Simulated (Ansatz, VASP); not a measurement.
# Cross-check of Hf7Si (Hf(0001)-(2x1)-Si surface alloy) between VASP and Ansatz, part 2 of 2

Aim: how closely do two programs agree when they are given the same cell, functional and k mesh? The cell is taken from a series of runs on this material, whose earlier steps may have relaxed, scaled, displaced or heated it; both programs get it as it stands.

VASP 6.6.1 and Ansatz 0.2.0.

So far: The structure; VASP: single point, PBE.

**3. Ansatz: single point, PBE**

Level of this step: Ansatz beside VASP: Kohn-Sham DFT, plane waves, PBE (Ansatz).

Ansatz runs on its default PAW (the set named soft_2) files.

The same cell, functional, mesh and smearing now go to Ansatz, which takes its cutoff from its data sets.

The input, input.yaml:

```yaml
crystal:
  lattice:
    - [6.4, 0.0, 0.0]
    - [1.6, 2.7712812921, 0.0]
    - [0.0, 0.0, 24.8936]
  atoms:
    - { symbol: Hf, position: [0.33333333, 0.66666667, 0.3414532249] }
    - { symbol: Hf, position: [0.83333333, 0.66666667, 0.3414532249] }
    - { symbol: Hf, position: [0.0, 0.0, 0.4431339782] }
    - { symbol: Hf, position: [0.5, 0.0, 0.4431339782] }
    - { symbol: Hf, position: [0.3351701795, 0.6648298205, 0.5517604677] }
    - { symbol: Hf, position: [0.83697534, 0.66302466, 0.5434076532] }
    - { symbol: Hf, position: [-0.0495952991, 0.0495952991, 0.6418830084] }
    - { symbol: Si, position: [0.5260544843, -0.0260544843, 0.6373393871] }
kpoints:
  mp_grid: { grid: [12, 24, 1] }
hamiltonian:
  xc: pbe
scf:
  occupations: { method: fermi_dirac, width: 0.05 }
  convergence: { dr2_threshold: 1.0e-09 }
  n_extra_bands: 18
efield:
  axis: 3
  dipole_correction: true
  ramp_position: 0.97
  ramp_width: 0.06
output:
  band_densities:
    - { e_range: [-0.3, 0] }
    - { e_range: [-1.0, 0] }
    - { e_range: [-2.0, 0] }
    - { e_range: [0, 0.3] }
    - { e_range: [0, 1.0] }
    - { e_range: [0, 2.0] }
    - { e_range: [-2.0, -1.8] }
    - { e_range: [-1.8, -1.6] }
    - { e_range: [-1.6, -1.4] }
    - { e_range: [-1.4, -1.2] }
    - { e_range: [-1.2, -1.0] }
    - { e_range: [-1.0, -0.8] }
    - { e_range: [-0.8, -0.6] }
    - { e_range: [-0.6, -0.4] }
    - { e_range: [-0.4, -0.2] }
    - { e_range: [-0.2, 0.0] }
    - { e_range: [0.0, 0.2] }
    - { e_range: [0.2, 0.4] }
    - { e_range: [0.4, 0.6] }
    - { e_range: [0.6, 0.8] }
    - { e_range: [0.8, 1.0] }
    - { e_range: [1.0, 1.2] }
    - { e_range: [1.2, 1.4] }
    - { e_range: [1.4, 1.6] }
    - { e_range: [1.6, 1.8] }
    - { e_range: [1.8, 2.0] }
  band_residual_tolerance: 0.0001
  dos: { projected: true, e_range: [-5, 4] }
  write_potential: true
  write_density: true
  volumetric_format: npy
```

The run is started by

```console
$ ansatz run input.yaml --threads 4 --pin off --max-ram 6144MiB --backend cpu --events-out ev --progress --plain --runs-dir out
```

Numbers of over 12 decimals in the logs are rounded to 6 here.

The program printed:

```text
scf.n_extra_bands = 18 over 93 filled bands (N_el = 186.0): the run solves 111 bands
Engine: ansatz 0.2.0, aarch64-unknown-linux-gnu
Pseudopotentials: kind: paw
Pseudopotential: Hf, paw, valence charge 26, recommended cutoff 420 eV (normal), Hf.paw.azcp
Pseudopotential: Si, paw, valence charge 4, recommended cutoff 420 eV (normal), Si.paw.azcp
Functional definition: PBE
  parameter kappa = 0.804
  parameter beta = 0.066725
  exchange = pbe_x(kappa = kappa, mu = beta*pi^2/3)
  correlation = pbe_c(beta = beta)
Crystal: 8 atoms, lattice volume = 441.518 Å³
Basis set: ecut = 420 eV, 8707 PW (Γ)
Bands: 111, of which v1, the nominal top of the filled ones, is band 93 counted from 1 (92 counted from 0)
Symmetry: 2 space group operations
Space group: Pm (ITA 6), of the structure as read, at distance tolerance 7.6e-5 Å
k-points: 85 of 288 (time reversal used)
Non-local potential: Hf, projectors of the file, l = 0: 3, l = 1: 2, l = 2: 2, l = 3: 3
Non-local potential: Si, projectors of the file, l = 0: 2, l = 1: 2, l = 2: 2
PAW form: soft (Blöchl's): semilocal exchange-correlation on the pseudo side does not see the compensation charge
PAW one-centre angular grid: Hf, 590 points (default); XC on 64 Gauss nodes
PAW one-centre angular grid: Si, 110 points (default); XC on 64 Gauss nodes
Initial density: superposition of atomic densities (neutral atoms: chi_scale 0, normalization atom), corrected by the library's trained network
Initial wavefunctions: pseudopotential atomic-orbital guess
Functional: x = pbe(κ = 0.804, μ = 0.219515), c = pbe(β = 0.066725)
SCF iter   1: F=—  HF=-110682.297535 eV  |F-HF|=—  |Δ(HF+E_count)|=         —  Δρ=6.40e-3  dr2=3.48e0  ethr=1.77e-3  p=-0.015 e·Å  D=-6.31e-3 V/Å  ΔV_dip=0.16 eV  dr2_dipole=1.36e-1  V_vac-E_F(+/−)=4.59/4.43 eV  ⟨swp⟩=6.5  Hψ=30742  notcnv=0  defer=121
efield: sawtooth ramp at fractional position 0.9700 (set: `efield.ramp_position`, or a place that a band, a saddle search or an elastic batch's reference lends), width 0.0600; the density the first Hamiltonian is built on has a dipole p = -0.015 e·Å; the dipole correction subtracts the counter field D = -6.31e-3 V/Å, which shifts the + side's vacuum level by +0.16 eV against the − side's; the planar-averaged density in the ramp window peaks in size at 4.8e-5 e/Å³
preconditioner: auto → LDOS  [metal: Δε(μ)=0.003 eV  Ē_g=16.566 eV  σ=0.050 eV  W_gap=0.01  n_scr=104 (ndim 8)  ℏωp=23.2 eV  f_vac=0.550  D(μ)=10.43/eV (n_scr^D=52)  β→1.0]
SCF iter   2: F=—  HF=-110682.174948 eV  |F-HF|=—  |Δ(HF+E_count)|=   1.23e-1  Δρ=2.30e-3  dr2=1.16e-1  ethr=1.77e-3  p=0.038 e·Å  D=1.55e-2 V/Å  ΔV_dip=-0.39 eV  dr2_dipole=4.99e-4  V_vac-E_F(+/−)=3.97/4.36 eV  ⟨swp⟩=2.0  Hψ=11964  notcnv=0  defer=222
SCF iter   3: F=—  HF=-110682.168777 eV  |F-HF|=—  |Δ(HF+E_count)|=   6.17e-3  Δρ=1.19e-3  dr2=3.27e-2  ethr=6.26e-5  p=0.040 e·Å  D=1.65e-2 V/Å  ΔV_dip=-0.41 eV  dr2_dipole=5.38e-5  V_vac-E_F(+/−)=3.99/4.40 eV  ⟨swp⟩=2.1  Hψ=17836  notcnv=0  defer=222
SCF iter   4: F=—  HF=-110682.166289 eV  |F-HF|=—  |Δ(HF+E_count)|=   2.49e-3  Δρ=2.55e-4  dr2=2.21e-3  ethr=1.76e-5  p=0.044 e·Å  D=1.79e-2 V/Å  ΔV_dip=-0.44 eV  dr2_dipole=8.38e-5  V_vac-E_F(+/−)=3.94/4.39 eV  ⟨swp⟩=2.0  Hψ=17516  notcnv=0  defer=222
SCF iter   5: F=—  HF=-110682.166272 eV  |F-HF|=—  |Δ(HF+E_count)|=   1.65e-5  Δρ=9.73e-5  dr2=9.08e-5  ethr=1.19e-6  p=0.046 e·Å  D=1.89e-2 V/Å  ΔV_dip=-0.47 eV  dr2_dipole=5.78e-6  V_vac-E_F(+/−)=3.91/4.39 eV  ⟨swp⟩=2.0  Hψ=13810  notcnv=0  defer=222
SCF iter   6: F=—  HF=-110682.166259 eV  |F-HF|=—  |Δ(HF+E_count)|=   1.34e-5  Δρ=3.97e-5  dr2=3.73e-5  ethr=4.88e-8  p=0.047 e·Å  D=1.92e-2 V/Å  ΔV_dip=-0.48 eV  dr2_dipole=5.55e-6  V_vac-E_F(+/−)=3.91/4.39 eV  ⟨swp⟩=2.0  Hψ=14438  notcnv=0  defer=222
SCF iter   7: F=—  HF=-110682.166267 eV  |F-HF|=—  |Δ(HF+E_count)|=   7.88e-6  Δρ=1.73e-5  dr2=4.13e-6  ethr=2.00e-8  p=0.047 e·Å  D=1.95e-2 V/Å  ΔV_dip=-0.48 eV  dr2_dipole=2.03e-9  V_vac-E_F(+/−)=3.90/4.39 eV  ⟨swp⟩=2.0  Hψ=14237  notcnv=0  defer=222
SCF iter   8: F=—  HF=-110682.166201 eV  |F-HF|=—  |Δ(HF+E_count)|=   6.63e-5  Δρ=6.85e-6  dr2=1.28e-6  ethr=2.22e-9  p=0.048 e·Å  D=1.96e-2 V/Å  ΔV_dip=-0.49 eV  dr2_dipole=1.52e-7  V_vac-E_F(+/−)=3.90/4.39 eV  ⟨swp⟩=2.0  Hψ=14789  notcnv=0  defer=222
SCF iter   9: F=—  HF=-110682.166201 eV  |F-HF|=—  |Δ(HF+E_count)|=   1.17e-7  Δρ=2.53e-6  dr2=5.33e-8  ethr=6.90e-10  p=0.048 e·Å  D=1.97e-2 V/Å  ΔV_dip=-0.49 eV  dr2_dipole=1.94e-10  V_vac-E_F(+/−)=3.90/4.39 eV  ⟨swp⟩=2.0  Hψ=14339  notcnv=0  defer=222
SCF iter  10: F=—  HF=-110682.166201 eV  |F-HF|=—  |Δ(HF+E_count)|=   2.93e-8  Δρ=1.38e-6  dr2=1.90e-8  ethr=2.86e-11  p=0.048 e·Å  D=1.97e-2 V/Å  ΔV_dip=-0.49 eV  dr2_dipole=1.53e-11  V_vac-E_F(+/−)=3.90/4.39 eV  ⟨swp⟩=2.2  Hψ=17039  notcnv=0  defer=222
[...]
SCF converged after 12 iterations
Free energy (F): -110682.166201 eV
Harris-Foulkes:  -110682.166201 eV  (|F-HF|=2.62e-10)
Internal energy: -110682.070583 eV  (E = F + TS)
E sigma→0 (E₀):  -110682.118392 eV
Entropy (-TS):   -0.095618 eV (-11.952 meV/atom)
Fermi energy:    4.948111 eV
Dipole field:    D = 0.019710 V/Å  (p = 0.048092 e·Å, saw-weighted, corrected)
Work function:   Φ+ = 3.8991 eV   Φ− = 4.3897 eV
Levels:          The Fermi level and band energies are counted from a zero that moves with the ramp; work functions are not
--- Per-component energies (eV) ---
  E_band       = -2475.668266
  E_kinetic    = 2996.788522
  E_local      = -328545.606687  (includes V_loc(G=0)·N_el)
  E_nonlocal   = -8686.606803
  E_hartree    = 161850.450010
  E_xc         = -2149.118191
  E_vxc        = -1900.892567  (∫ρ·V_xc dr)
  E_paw        = -49004.063822  (= ΣΔE_a)
  E_vpaw       = 9957.543333  (= ΣTr[D̂ρ^β])
  E_aug_tail   = -0.000002  (compensation charges beyond the density's cutoff)
  E_efield     = 0.000474  (sawtooth field / dipole correction)
  E_vefield    = 2.203391  (∫n·V_field dr)
  E_ewald      = 112856.085916
  E_smearing   = -0.095618  (= −TS)
  E_closure    = 0.000000  (closes the sum)
  Σ components = -110682.166201   (vs F -110682.166201, Δ=0.00e0)
--- Band table (eV; the first three rows and the last of 85) ---
  k-point 0: bands = [... 89 lower, 4.8825, 5.1206, 5.2686, 5.3643, 5.6892, 5.9766, 6.0379, 6.1296, ... 14 higher]
  k-point 1: bands = [... 89 lower, 4.8711, 5.1106, 5.2248, 5.3507, 5.6410, 5.8729, 6.0316, 6.0914, ... 14 higher]
  k-point 2: bands = [... 89 lower, 4.8236, 5.0584, 5.1180, 5.2779, 5.5157, 5.7538, 5.8536, 5.9330, ... 14 higher]
  k-point 84: bands = [... 89 lower, 4.0634, 4.2574, 4.2626, 4.3951, 4.5102, 5.1236, 5.1268, 5.1768, ... 14 higher]
--- Band densities, each state counted as filled ---
  window                                       electrons  max residual (eV)  cut levels
  e_range: [-0.3, 0]                            3.138889             2.3e-6           0
  e_range: [-1, 0]                              9.597222             2.3e-6           0
  e_range: [-2, 0]                             17.138889             2.3e-6           0
  e_range: [0, 0.3]                             3.284722             9.2e-6           0
  e_range: [0, 1]                              10.986111             4.7e-5           0
  e_range: [0, 2]                              20.243056             5.5e-6           0
  e_range: [-2, -1.8]                           1.243056             1.1e-6           0
  e_range: [-1.8, -1.6]                         1.041667             9.4e-7           0
  e_range: [-1.6, -1.4]                         1.076389             1.0e-6           0
  e_range: [-1.4, -1.2]                         2.118056             1.1e-6           0
  e_range: [-1.2, -1]                           2.062500             1.0e-6           0
  e_range: [-1, -0.8]                           2.243056             1.1e-6           0
  e_range: [-0.8, -0.6]                         1.722222             9.6e-7           0
  e_range: [-0.6, -0.4]                         1.465278             1.0e-6           0
  e_range: [-0.4, -0.2]                         1.958333             1.2e-6           0
  e_range: [-0.2, 0]                            2.208333             2.3e-6           0
  e_range: [0, 0.2]                             2.465278             9.2e-6           0
  e_range: [0.2, 0.4]                           1.958333             9.5e-6           0
  e_range: [0.4, 0.6]                           2.076389             4.7e-5           0
  e_range: [0.6, 0.8]                           2.083333             9.0e-6           0
  e_range: [0.8, 1]                             2.402778             9.5e-6           0
  e_range: [1, 1.2]                             2.145833             1.4e-5           0
  e_range: [1.2, 1.4]                           1.729167             6.1e-6           0
  e_range: [1.4, 1.6]                           1.451389             3.4e-6           0
  e_range: [1.6, 1.8]                           2.069444             2.6e-6           0
  e_range: [1.8, 2]                             1.861111             2.4e-6           0
```

The column dr2 measures how far the density is from self-consistency, as an energy; F and HF (Harris–Foulkes) agree once it is small.

**4. Side by side**

Known differences besides the potentials themselves: the data sets hold 186 valence electrons in Ansatz (on its default PAW (the set named soft_2) files) and 74 in VASP; the cutoff is 420 eV in Ansatz and 400 eV in VASP. Total energies have different zeros and are not compared.

Compared:

| quantity | Ansatz | VASP | difference |
| --- | --- | --- | --- |
| work function, lower of the two faces (eV) | 3.90 | 3.90 | 0.00 |
| work function, higher of the two faces (eV) | 4.39 | 4.39 | 0.00 |

Where the cell holds vacuum, a pressure given here is an average over it and none of the material.

**5. What came out**

| Property | Result |
| --- | --- |
| difference in work function, lower of the two faces (single point, PBE) | -0.0038 eV |

The difference in work function, lower of the two faces is -0.0038 eV (single point, PBE). The data sets hold unlike numbers of valence electrons (186 in Ansatz and 74 in VASP), so part of the differences may come from the potentials. How closely two codes agree says nothing of how well the functional describes the real material.

[Lines on the potential files, build, host, timing and source positions are cut from VASP's logs without a mark.]

[Logs are printed without paths, hosts, clocks, repeated set-up lines and the standing remarks that a program may print on its own settings, such as how far it seeks lower states.]

[Hosts, paths, dates, database ids (printed as entryN), source tags and the programs' standing remarks are cut or masked in the printed files.]
